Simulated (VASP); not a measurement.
SnO:

```
Sn O
1.0
     3.80200    0.00000    0.00000
     0.00000    3.80200    0.00000
     0.00000    0.00000    4.83600
Sn O
2 2
Direct
  0.00000 0.50000 0.23850
  0.50000 0.00000 0.76150
  0.00000 0.00000 0.00000
  0.50000 0.50000 0.00000
```

Program: VASP 6.6.1. Alike in all runs: no spin polarisation; cell as given; k mesh 8 × 8 × 6; cutoff (eV) 520; smearing gaussian 0.02 eV.

**Question.** Order these runs on this cell by their pressure, lowest first.
A. level LDA; potentials or basis VASP PAW LDA potentials, release 64 (Sn_d, O); further INCAR settings ALGO = Fast; EDIFF = 1e-06
B. level PBE; potentials or basis VASP PAW PBE potentials, release 64 (Sn_d, O); further INCAR settings ALGO = Normal; EDIFF = 1e-07
C. level r2SCAN; potentials or basis VASP PAW PBE potentials, release 64 (Sn_d, O); further INCAR settings ALGO = Normal; EDIFF = 1e-07

**Answer.** A (-2.5 GPa), C (0.7 GPa), B (4.4 GPa).

Caveats: the PAW data sets were made with another functional, which shifts forces and pressure a little (some runs).

Not every run made on this cell is shown here.
